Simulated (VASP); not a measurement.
# TiIn11P12 (a cell with a defect) in VASP: single point with PBEsol+U

Aim: the single point of TiIn11P12 (a cell with a defect) with PBEsol+U.

All numbers are computed with VASP 6.6.1; they aren't measurements. Logs are shortened: lines on timing, memory, paths and dates and some standing lists are left out, and cuts for length are marked.

### Step 1. The crystal as given

The cell holds a defect, 24 atoms: a = 12.449 Å, b = 8.300 Å, c = 8.300 Å, α = 60.00°, β = 60.00°, γ = 60.00°.

### Step 2. Single point, PBEsol+U

The input, INCAR:

```
ALGO = Normal
EDIFF = 1E-5
ENCUT = 350
GGA = PS
ISIF = 2
ISMEAR = 0
KPAR = 2
LASPH = True
LCHARG = False
LDAU = True
LDAUJ = 0 0 0
LDAUL = 2 -1 -1
LDAUPRINT = 1
LDAUTYPE = 2
LDAUU = 3 0 0
LMAXMIX = 4
LORBIT = 11
LREAL = Auto
LWAVE = False
NBANDS = 126
NELM = 120
PREC = Accurate
SIGMA = 0.03
```

The input, KPOINTS:

```
k-points
0
Gamma
  2 2 2
```

The input, POSCAR:

```
TiIn11P12
1.0
    0.0000000000      8.8030500000      8.8030500000
    5.8687000000      0.0000000000      5.8687000000
    5.8687000000      5.8687000000      0.0000000000
Ti In P
1 11 12
Direct
    0.0000000000      0.0000000000      0.0000000000
    0.0000000000      0.0000000000      0.5000000000
    0.0000000000      0.5000000000      0.0000000000
    0.0000000000      0.5000000000      0.5000000000
    0.3333330000      0.0000000000      0.0000000000
    0.3333330000      0.0000000000      0.5000000000
    0.3333330000      0.5000000000      0.0000000000
    0.3333330000      0.5000000000      0.5000000000
    0.6666670000      0.0000000000      0.0000000000
    0.6666670000      0.0000000000      0.5000000000
    0.6666670000      0.5000000000      0.0000000000
    0.6666670000      0.5000000000      0.5000000000
    0.0833333333      0.1250000000      0.1250000000
    0.0833333333      0.1250000000      0.6250000000
    0.0833333333      0.6250000000      0.1250000000
    0.0833333333      0.6250000000      0.6250000000
    0.4166663333      0.1250000000      0.1250000000
    0.4166663333      0.1250000000      0.6250000000
    0.4166663333      0.6250000000      0.1250000000
    0.4166663333      0.6250000000      0.6250000000
    0.7500003333      0.1250000000      0.1250000000
    0.7500003333      0.1250000000      0.6250000000
    0.7500003333      0.6250000000      0.1250000000
    0.7500003333      0.6250000000      0.6250000000
```

Potentials or basis: VASP PAW PBE potentials, release 64 (Ti_sv, In_d, P).

Run with:

```
cat potpaw_PBE.64/Ti_sv/POTCAR potpaw_PBE.64/In_d/POTCAR potpaw_PBE.64/P/POTCAR > POTCAR
mpirun -np 4 vasp_std > vasp.out
```

OUTCAR:

```text
EDIFF = 1E-5
   ENCUT = 350
   GGA = PS
   ISIF = 2
   ISMEAR = 0
   LASPH = True
   LORBIT = 11
   LREAL = Auto
   NELM = 120
   PREC = Accurate

 ion  position               nearest neighbor table
   1  0.000  0.000  0.000-  21 2.54  13 2.54  15 2.54  14 2.54
   2  0.000  0.000  0.500-  22 2.54  14 2.54  16 2.54  13 2.54
   3  0.000  0.500  0.000-  23 2.54  15 2.54  16 2.54  13 2.54
   4  0.000  0.500  0.500-  24 2.54  16 2.54  14 2.54  15 2.54
   5  0.333  0.000  0.000-  13 2.54  17 2.54  18 2.54  19 2.54
   6  0.333  0.000  0.500-  14 2.54  18 2.54  17 2.54  20 2.54
[... 16 lines left out ...]
  23  0.750  0.625  0.125-   3 2.54  11 2.54   9 2.54  12 2.54
  24  0.750  0.625  0.625-   4 2.54  12 2.54  11 2.54  10 2.54

  LATTYP: Found a face centered orthorhombic cell.
 ALAT       =     8.2995951335
 B/A-ratio  =     1.7320508076
 C/A-ratio  =     2.4494897428

  Lattice vectors:

 A1 = (   0.0000000000,   8.8030500000,   8.8030500000)
 A2 = (  -5.8687000000,   2.9343500000,   8.8030500000)
 A3 = (   5.8687000000,  -0.0000000000,   5.8687000000)

Analysis of symmetry for initial positions (statically):
=====================================================================
 Subroutine PRICEL returns:
 Original cell was already a primitive cell.

 Routine SETGRP: Setting up the symmetry group for a
 face centered orthorhombic supercell.

 Subroutine GETGRP returns: Found  2 space group operations
 (whereof  2 operations were pure point group operations)
 out of a pool of  8 trial point group operations.

The static configuration has the point symmetry C_1h.

Analysis of symmetry for dynamics (positions and initial velocities):
=====================================================================
 Subroutine PRICEL returns:
 Original cell was already a primitive cell.

 Routine SETGRP: Setting up the symmetry group for a
 face centered orthorhombic supercell.

 Subroutine GETGRP returns: Found  2 space group operations
 (whereof  2 operations were pure point group operations)
 out of a pool of  8 trial point group operations.

The dynamic configuration has the point symmetry C_1h.

 Subroutine INISYM returns: Found  2 space group operations
 (whereof  2 operations are pure point group operations),
 and found     1 'primitive' translations

----------------------------------------------------------------------------------------

                                     Primitive cell

  volume of cell :     606.3830

  direct lattice vectors                    reciprocal lattice vectors
     0.000000000  8.803050000  8.803050000    -0.056798496  0.056798496  0.056798496
     5.868700000  0.000000000  5.868700000     0.085197744 -0.085197744  0.085197744
     5.868700000  5.868700000  0.000000000     0.085197744  0.085197744 -0.085197744

  length of vectors
    12.449392700  8.299595133  8.299595133     0.098377881  0.147566821  0.147566821

  position of ions in fractional coordinates (direct lattice)
     0.000000000  0.000000000  0.000000000
     0.000000000  0.000000000  0.500000000
     0.000000000  0.500000000  0.000000000
     0.000000000  0.500000000  0.500000000
     0.333333000  0.000000000  0.000000000
     0.333333000  0.000000000  0.500000000
[... 16 lines left out ...]
     0.750000333  0.625000000  0.125000000
     0.750000333  0.625000000  0.625000000

  ion indices of the primitive-cell ions
   primitive index   ion index
                 1           1
                 2           2
                 3           3
                 4           4
                 5           5
                 6           6
[... 16 lines left out ...]
                23          23
                24          24

[... 61 lines left out ...]
   TEBEG  =    0.0;   TEEND  =   0.0 temperature during run
   PSTRESS=    0.0 pullay stress
   NELECT =     215.0000    total number of electrons
   NUPDOWN=      -1.0000    fix difference up-down
   EMIN   =  10.00;   EMAX   =-10.00  energy-range for DOS
   EFERMI =   0.00;   METHOD = LEGACY
   ISMEAR =     0;   SIGMA  =   0.03  broadening in eV -4-tet -1-fermi 0-gaus
   EFERMI_NEDOS =   21; number of points for ismear=-14 and -15
   IALGO  =     38    algorithm
   IMIX   =      4    mixing-type and parameters
     AMIX     =   0.40;   BMIX     =  1.00
     AMIX_MAG =   1.60;   BMIX_MAG =  1.00
  volume/ion in A,a.u.               =      25.27       170.50
  Fermi-wavevector in a.u.,A,eV,Ry     =   1.158703  2.189630 18.267070  1.342592
  Thomas-Fermi vector in A             =   2.295302
   LORBIT       =     11    0 simple, 1 ext, 2 COOP (PROOUT), +10 PAW based schemes
 LDA+U is selected, type is set to LDAUTYPE =  2
   angular momentum for each species LDAUL =     2   -1   -1
   U (eV)           for each species LDAUU =   3.0  0.0  0.0
   J (eV)           for each species LDAUJ =   0.0  0.0  0.0
   GGA     = PS    functional components
   LHFCALC =     F    Hartree Fock is set to
   AEXX    =    0.0000 exact exchange contribution
   IVDW    =     0    specifies the selected vdW correction
   LEPSILON=     F    determine dielectric tensor
   LRPA    =     F    only Hartree local field effects (RPA)
 non-spin polarized calculation
 Gauss-broadening in eV      SIGMA  =   0.03
  energy-cutoff  :      350.00
  volume of cell :      606.38
 maximum number of plane-waves:      9035
 NGX is ok and might be reduce to    80
   NGX = 37   NGY = 25   NGZ = 25

atom =   1  type =  1  l = 2

 onsite density matrix

spin component  1

  0.1710 -0.0010  0.0001 -0.0001 -0.0015
 -0.0010  0.1944 -0.0006 -0.0010  0.0010
  0.0001 -0.0006  0.1108  0.0012 -0.0899
 -0.0001 -0.0010  0.0012  0.1710 -0.0008
 -0.0015  0.0010 -0.0899 -0.0008  0.2146

spin component  2

  0.1710 -0.0010  0.0001 -0.0001 -0.0015
 -0.0010  0.1944 -0.0006 -0.0010  0.0010
  0.0001 -0.0006  0.1108  0.0012 -0.0899
 -0.0001 -0.0010  0.0012  0.1710 -0.0008
 -0.0015  0.0010 -0.0899 -0.0008  0.2146

 occupancies and eigenvectors

  o =  0.0589  v = -0.0060 -0.0000 -0.8660  0.0060 -0.5000  0.0000  0.0000  0.0000  0.0000  0.0000      0.0000  0.0000  0.0000  0.0000  0.0000  0.0000  0.0000  0.0000  0.0000  0.0000
  o =  0.0589  v =  0.0000  0.0000  0.0000  0.0000  0.0000 -0.0060 -0.0000 -0.8660  0.0060 -0.5000      0.0000  0.0000  0.0000  0.0000  0.0000  0.0000  0.0000  0.0000  0.0000  0.0000
  o =  0.1708  v =  0.7057  0.0613 -0.0093  0.7057  0.0162  0.0000  0.0000  0.0000  0.0000  0.0000      0.0000  0.0000  0.0000  0.0000  0.0000  0.0000  0.0000  0.0000  0.0000  0.0000
  o =  0.1708  v =  0.0000  0.0000  0.0000  0.0000  0.0000  0.7057  0.0613 -0.0093  0.7057  0.0162      0.0000  0.0000  0.0000  0.0000  0.0000  0.0000  0.0000  0.0000  0.0000  0.0000
  o =  0.1711  v =  0.0000  0.0000  0.0000  0.0000  0.0000 -0.7071  0.0000  0.0073  0.7071  0.0042      0.0000  0.0000  0.0000  0.0000  0.0000  0.0000  0.0000  0.0000  0.0000  0.0000
  o =  0.1711  v = -0.7071  0.0000  0.0073  0.7071  0.0042  0.0000  0.0000  0.0000  0.0000  0.0000      0.0000  0.0000  0.0000  0.0000  0.0000  0.0000  0.0000  0.0000  0.0000  0.0000
  o =  0.1945  v = -0.0431  0.9980  0.0088 -0.0431 -0.0153  0.0000  0.0000  0.0000  0.0000  0.0000      0.0000  0.0000  0.0000  0.0000  0.0000  0.0000  0.0000  0.0000  0.0000  0.0000
  o =  0.1945  v =  0.0000  0.0000  0.0000  0.0000  0.0000 -0.0431  0.9980  0.0088 -0.0431 -0.0153      0.0000  0.0000  0.0000  0.0000  0.0000  0.0000  0.0000  0.0000  0.0000  0.0000
  o =  0.2665  v =  0.0000  0.0000  0.0000  0.0000  0.0000  0.0139 -0.0165  0.4998  0.0139 -0.8657      0.0000  0.0000  0.0000  0.0000  0.0000  0.0000  0.0000  0.0000  0.0000  0.0000
  o =  0.2665  v =  0.0139 -0.0165  0.4998  0.0139 -0.8657  0.0000  0.0000  0.0000  0.0000  0.0000      0.0000  0.0000  0.0000  0.0000  0.0000  0.0000  0.0000  0.0000  0.0000  0.0000

 number of electron     215.0000077 magnetization

 Free energy of the ion-electron system (eV)
  ---------------------------------------------------
  ext. energy  EPLUGINS =         0.00000000
  ---------------------------------------------------
  free energy    TOTEN  =      -112.03555009 eV

  energy without entropy =     -112.03359958  energy(sigma->0) =     -112.03457484

 E-fermi :   5.7591     XC(G=0):  -9.4349

 val. band max:        5.7311731789   @ k =   0.5000   0.0000   0.0000
 cond. band min:       5.7864168965   @ k =   0.5000   0.0000   0.0000
 fundamental gap:      0.0552437176
 Fermi energy:         5.7591117535

 k-point     1 :       0.0000    0.0000    0.0000
  band No.  band energies     occupation
      1     -52.9421      2.00000
      2     -29.3970      2.00000
      3     -29.3918      2.00000
      4     -28.9968      2.00000
      5      -9.3590      2.00000
      6      -9.3483      2.00000
[... 721 lines left out ...]
    118       7.8844      0.00000
    119       7.9152      0.00000
 [bands above 119 left out]

------------------------ aborting loop because EDIFF is reached ----------------------------------------

  FORCE on cell =-STRESS in cart. coord.  units (eV):
  Direction    XX          YY          ZZ          XY          YZ          ZX
  --------------------------------------------------------------------------------------
  -------------------------------------------------------------------------------------
  Total       -1.1402615     -0.4896479     -0.4896479      0.7586033     -0.5969464      0.7586032
  in kB       -3.0127845     -1.2937416     -1.2937416      2.0043719     -1.5772441      2.0043717
  external PRESSURE =      -1.8667559 kB  Pullay stress =       0.0000000 kB

 VOLUME and BASIS-vectors are now :
 -----------------------------------------------------------------------------
  energy-cutoff  :      350.00
  volume of cell :      606.38
      direct lattice vectors                 reciprocal lattice vectors
     0.000000000  8.803050000  8.803050000    -0.056798496  0.056798496  0.056798496
     5.868700000  0.000000000  5.868700000     0.085197744 -0.085197744  0.085197744
     5.868700000  5.868700000  0.000000000     0.085197744  0.085197744 -0.085197744

 POSITION                                       TOTAL-FORCE (eV/Angst)
 -----------------------------------------------------------------------------------
      0.00000      0.00000      0.00000         0.075953     -0.045441     -0.045441
      2.93435      2.93435      0.00000         0.038980      0.028242     -0.192344
      2.93435      0.00000      2.93435         0.038980     -0.192344      0.028242
      5.86870      2.93435      2.93435         0.105444     -0.028234     -0.028234
      0.00000      2.93435      2.93435        -0.065080      0.073766      0.073766
      2.93435      5.86870      2.93435        -0.063893      0.090004      0.024930
[... 16 lines left out ...]
      4.40152      7.33588     10.27023        -0.011417      0.039656     -0.006869
      7.33587     10.27023     10.27023         0.005690     -0.003071     -0.003071
 -----------------------------------------------------------------------------------
    total drift:                                0.034817      0.004605      0.004603

  FREE ENERGIE OF THE ION-ELECTRON SYSTEM (eV)
  ---------------------------------------------------
  free  energy   TOTEN  =      -112.0355500891 eV

  energy  without entropy=     -112.0335995837  energy(sigma->0) =     -112.03457484

 total charge

# of ion       s       p       d       tot
------------------------------------------
    1        2.201   6.094   1.706  10.001
    2        0.831   0.764   9.897  11.492
    3        0.831   0.764   9.897  11.492
    4        0.841   0.766   9.896  11.502
    5        0.831   0.770   9.897  11.498
    6        0.830   0.769   9.898  11.497
[... 16 lines left out ...]
   23        1.029   1.480   0.000   2.509
   24        1.030   1.480   0.000   2.510
--------------------------------------------------
tot         23.695  32.323 110.581 166.599
```

Wall time 3.2 min (4 MPI ranks of Intel Xeon 6975P-C (Granite Rapids), shared host); peak memory 0.41 GiB.

Results:

```
Free energy                                           : -112.0356 eV
Pressure                                              : -0.2 GPa
Largest force                                         : 1.015 eV/Å
Band gap on the k mesh                                : none (metal or under the smearing width)
Valence electrons inside the program's atomic spheres : Ti 10.00; In 11.49, 11.50; P 2.52, 2.51
```

Forces on the atoms (eV/Å):
```
Ti   0.076 -0.045 -0.045
In   0.039  0.028 -0.192
In   0.039 -0.192  0.028
In   0.105 -0.028 -0.028
In  -0.065  0.074  0.074
In  -0.064  0.090  0.025
In  -0.064  0.025  0.090
In   0.027  0.003  0.003
In  -0.070 -0.034 -0.034
In   0.058  0.096 -0.098
In   0.058 -0.098  0.096
In   0.029 -0.006 -0.006
P   -0.628 -0.540 -0.540
P    0.533  0.591 -0.594
P    0.533 -0.594  0.591
P    0.033  0.058  0.058
P    0.029 -0.004 -0.004
P   -0.013 -0.017  0.016
P   -0.013  0.016 -0.017
P    0.011 -0.010 -0.010
P   -0.638  0.558  0.558
P   -0.011 -0.007  0.040
P   -0.011  0.040 -0.007
P    0.006 -0.003 -0.003
```

Stress tensor (GPa, compression positive):
```
-0.30  0.20  0.20
 0.20 -0.13 -0.16
 0.20 -0.16 -0.13
```

Levels at points of the mesh, in eV from the Fermi level:
```tsv
k point	band 104	band 105	band 106	band 107	band 108	band 109	band 110	band 111
(0.00, 0.00, 0.00)	-1.54	-1.06	-0.96	-0.95	-0.10	-0.06	0.12	0.47
(0.50, 0.00, 0.00)	-1.38	-1.37	-1.07	-1.07	-0.03	0.03	0.21	0.62
(0.00, 0.50, 0.00)	-1.67	-1.62	-1.32	-1.31	0.07	0.39	0.46	0.78
(0.50, 0.00, 0.50)	-1.83	-1.79	-1.59	-1.56	0.12	0.33	0.44	0.66
(0.00, 0.50, 0.50)	-1.89	-1.79	-1.54	-1.35	-0.06	0.33	0.49	0.78
(0.50, 0.50, 0.50)	-1.75	-1.68	-1.50	-1.47	0.09	0.31	0.45	0.70
```

Eigenvalues of the final occupation matrices:
| site | spin | trace | eigenvalues |
| --- | --- | --- | --- |
| site 1 d | 1 | 0.86 | 0.06 0.17 0.17 0.19 0.27 |
| site 1 d | 2 | 0.86 | 0.06 0.17 0.17 0.19 0.27 |

Caveat: the k mesh is coarse (spacing up to 0.46 Å⁻¹), so the values aren't converged; the PAW data sets were made with another functional, which shifts forces and pressure a little; U without spin polarisation on a metal has little footing; the U is typed as a test and isn't derived for this compound.
